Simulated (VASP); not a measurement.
Consider the following.

```cif
data_Ba4F8
_chemical_formula_sum 'Ba4 F8'
_space_group_name_H-M_alt 'Fm-3m'
_space_group_IT_number 225
_space_group_name_Hall '-F 4 2 3'
_cell_length_a 6.20903
_cell_length_b 6.20903
_cell_length_c 6.20903
_cell_angle_alpha 90.000
_cell_angle_beta 90.000
_cell_angle_gamma 90.000
loop_
_atom_site_label
_atom_site_type_symbol
_atom_site_symmetry_multiplicity
_atom_site_Wyckoff_symbol
_atom_site_fract_x
_atom_site_fract_y
_atom_site_fract_z
_atom_site_occupancy
Ba1 Ba 4 a 0.00000 0.00000 0.00000 1
F1 F 8 c 0.25000 0.25000 0.25000 1
```
(The calculation used a cell of 3 atoms; values per cell refer to that cell.)

Computed with r2SCAN+rVV10, VASP's PBE PAW potentials (set 64) (plane waves; VASP). Settings: 520 eV cut-off, 6×6×6 Γ-centred mesh, Gaussian smearing of 0.050 eV, potentials Ba_sv F.

### Question
Give the energy at these volumes per atom, relative to the lowest: 18.67, 19.26, 19.86, 20.45, 21.05 Å³.

### Answer
18.2, 4.9, 0.0, 2.3, 10.7 meV/atom. A third-order Birch-Murnaghan fit gives B0 = 62.8 GPa and B0′ = 4.6.

Measured: bulk modulus 57.0 GPa (computed value off by +10.2 %), as given by On the Morphology of Group II Metal Fluoride Nanocrystals at Finite Temperature and Partial Pressure of HF, PMC6154342. The calculation is for a static lattice, while the measured bulk modulus holds thermal and zero-point effects, which are part of the difference.

The compound is BaF2 in the fluorite structure. It was relaxed first.
